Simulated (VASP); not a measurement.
An input for Quantum ESPRESSO's pw.x (written as the equivalent of a VASP run, and not itself run):

```
&CONTROL
  calculation = 'scf'
  pseudo_dir = './pseudo'
  outdir = './out'
  tprnfor = .true.
  tstress = .true.
/
&SYSTEM
  ibrav = 0
  nat = 3
  ntyp = 2
  ecutwfc = 84
  occupations = 'smearing'
  smearing = 'gaussian'
  degauss = 0.003675
  input_dft = 'pbe'
/
&ELECTRONS
  conv_thr = 7.3e-08
  electron_maxstep = 100
/
ATOMIC_SPECIES
  Hf 178.490 Hf.upf
  O 15.999 O.upf
CELL_PARAMETERS angstrom
     0.0000000    2.5362096    2.5362096
     2.5362096    0.0000000    2.5362096
     2.5362096    2.5362096    0.0000000
ATOMIC_POSITIONS crystal
  Hf   0.0000000  0.0000000  0.0000000
  O    0.2500000  0.2500000  0.2500000
  O    0.7500000  0.7500000  0.7500000
K_POINTS automatic
  7 7 7 0 0 0
```

### Question
Translate this input to VASP (INCAR, KPOINTS, POSCAR, choice of POTCAR).

### Answer
This is not unique; one that fits is 
### KPOINTS
```
Automatic mesh
0
Gamma
7 7 7
0 0 0
```

File POSCAR:
```
HfO2
1.0
  0.0000000000   2.5362095691   2.5362095691
  2.5362095691   0.0000000000   2.5362095691
  2.5362095691   2.5362095691   0.0000000000
Hf O
1 2
Direct
  0.0000000000   0.0000000000   0.0000000000
  0.2500000000   0.2500000000   0.2500000000
  0.7500000000   0.7500000000   0.7500000000
```

### INCAR
```
LREAL = .FALSE.
LWAVE = .FALSE.
ISMEAR = 0   # Gaussian
ALGO = Normal
SYSTEM = HfO2
ENCUT = 520   # plane-wave cut-off (eV)
SIGMA = 0.05
GGA = PE   # PBE
EDIFF = 1E-6   # SCF stop (eV)
PREC = Accurate
LASPH = .TRUE.
NELM = 100   # most electronic steps
LCHARG = .TRUE.
LMAXMIX = 6   # l cut-off of mixed one-centre charges
```

POTCAR, in this order: Hf_pv O (PBE.64 set). Program: vasp_std.

Limits of the translation: the potentials are each code's own (VASP's PAW set, PseudoDojo norm-conserving files in pw.x), so ENCUT and ecutwfc are chosen apart and not converted; conv_thr bounds pw.x's estimated SCF error, while EDIFF bounds the energy change between steps.

The compound is HfO2 in the fluorite structure, the high-temperature cubic form, which is unstable at 0 K; the monoclinic form is the stable one. It was relaxed first.
